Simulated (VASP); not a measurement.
Here is the system:

```yaml
crystal:
  lattice:
    - [2.78547, 0.00000, 0.00000]
    - [-1.39273, 2.41229, 0.00000]
    - [0.00000, 0.00000, 4.86949]
  atoms:
    - { symbol: Ni, position: [0.00000, 0.00000, 0.00000] }
    - { symbol: Ni, position: [0.00000, 0.00000, 0.50000] }
    - { symbol: C, position: [0.33333, 0.66667, 0.25000] }
    - { symbol: C, position: [0.66667, 0.33333, 0.75000] }
```

Method: r2SCAN meta-GGA, VASP's PBE PAW potentials (set 64) (plane waves; VASP). Settings: 520 eV cut-off, 14×14×7 Γ-centred mesh, tetrahedra with Blöchl corrections, potentials Ni C.

The cores are frozen, which limits the accuracy of field gradients.

Q: Give the principal components of the electric field gradient (V/Å²) and the asymmetry η at each nucleus.

A: 
```csv
atom,Vxx,Vyy,Vzz,η
Ni1,17.8,17.8,-35.5,0.00
Ni2,17.8,17.8,-35.5,0.00
C3,4.4,4.4,-8.9,0.00
C4,4.4,4.4,-8.9,0.00
```

The structure was generated: NiC was put into the NiAs type type (P6_3/mmc), which need not be its known phase. It was relaxed first, which changed the volume by -16 %. The run is not spin-polarised, so no magnetic state was tried.
